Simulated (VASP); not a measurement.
Input of a VASP 6.6.1 run:

File INCAR:

```
PREC = Accurate
ENCUT = 600
EDIFF = 1E-6
ISMEAR = -1
SIGMA = 0.05
LREAL = False
LASPH = True
NELM = 100
ALGO = Normal
ISIF = 3
LWAVE = False
LCHARG = False
GGA = PE
IBRION = 2
NSW = 40
EDIFFG = -0.01
PSTRESS = 20
```

File KPOINTS:

```
Automatic mesh
0
Gamma
  5 5 4
```

The input POSCAR:

```
ZrScCl2
1.0
    4.7703200000      0.0000000000      0.0000000000
   -2.3851600000      4.1312200000      0.0000000000
    0.0000000000      0.0000000000      6.0746500000
Zr Sc Cl
1 1 2
Direct
    0.0000000000      0.0000000000      0.5000000000
    0.0000000000      0.0000000000      0.0000000000
    0.3333300000      0.6666700000      0.0000000000
    0.6666700000      0.3333300000      0.0000000000
```

Potentials or basis: VASP PAW PBE potentials, release 64 (Zr_sv, Sc_sv, Cl).

The run is started by

```bash
$ cat potpaw_PBE.64/Zr_sv/POTCAR potpaw_PBE.64/Sc_sv/POTCAR potpaw_PBE.64/Cl/POTCAR > POTCAR
$ mpirun -np 1 vasp_std > vasp.out
```

**Question.** Estimate the relaxed cell.

**Answer.** a = 4.803 Å, b = 4.803 Å, c = 5.221 Å, α = 90.00°, β = 90.00°, γ = 120.00°.

**Question.** Predict the space group after relaxing (to 0.05 Å).

**Answer.** P6/mmm (No. 191).

Final structure:
```yaml
crystal:
  lattice:
    - [4.80326, 0.00000, 0.00000]
    - [-2.40163, 4.15975, 0.00000]
    - [0.00000, 0.00000, 5.22078]
  atoms:
    - { symbol: Zr, position: [0.00000, 0.00000, 0.50000] }
    - { symbol: Sc, position: [0.00000, 0.00000, 0.00000] }
    - { symbol: Cl, position: [0.33333, 0.66667, 0.00000] }
    - { symbol: Cl, position: [0.66667, 0.33333, 0.00000] }
```

Caveat: an odd number of electrons without spin polarisation forces a metal; a magnetic or distorted state may lie lower.
